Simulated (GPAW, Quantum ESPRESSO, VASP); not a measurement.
**One structure in several programs: Hf5Sc (P-62m, 6 atoms in the cell)**

Self-consistent single point, at a second geometry (lattice scaled by 0.98). First geometry:

```
Hf5Sc
1.0
    5.56147     0.00000     0.00000
   -2.78073     4.81637     0.00000
    0.00000     0.00000     5.02450
Hf Sc
5 1
Direct
  0.66053   0.00000   0.00000
  0.33947   0.33947   0.00000
  0.00000   0.66053   0.00000
  0.33333   0.66667   0.50000
  0.66667   0.33333   0.50000
  0.00000   0.00000   0.50000
```

Shared settings, as Quantum ESPRESSO writes them: occupations = smearing; smearing = gauss; degauss = 0.0073499 Ry; K_POINTS = automatic 5 5 5 0 0 0. Potentials and cutoffs stand in the table.

```
code                                                              model  ΔF from the first geometry (meV/atom)  pressure (GPa)  largest force (eV/Å)  cutoff
----------------  -----------------------------------------------------  -------------------------------------  --------------  --------------------  ------
VASP                         PBEsol, VASP's PBE PAW potentials (set 64)                                   -2.1            2.59                 0.027  300 eV
GPAW              PBEsol, GPAW PAW datasets PBEsol (made by gpaw-setup)                                    2.8            3.66                 0.055  800 eV
Quantum ESPRESSO   PBEsol, SSSP 1.1.2 efficiency (PBE) pseudopotentials                                    4.3            3.85                 0.049   60 Ry
```

For VASP (by 0.4 GPa) the energy change implies a higher mean pressure, against the two pressures, than for the other programs: a sign of finite-basis (Pulay) stress.

On VASP's run: spin-orbit coupling is off.

The spread over the programs that give each value: ΔF from the first geometry within 6.4 meV/atom; pressure within 1.26 GPa; largest force within 0.028 eV/Å.

In the pressure, VASP (by 1.07) lies more than 1 GPa from the median of the plane-wave programs.

VASP's run is marked for a possible Pulay error in its stress at this cutoff; no cutoff test was made.

The starting cell comes from a database of computed structures (which also holds hypothetical and non-ambient phases and stackings), without a prior relaxation at this level. For this run, on top of that: lattice scaled by 0.98.

Left out of this page: Ansatz, ABINIT, Elk, FLEUR and SIESTA (not drawn, or without a comparable value).
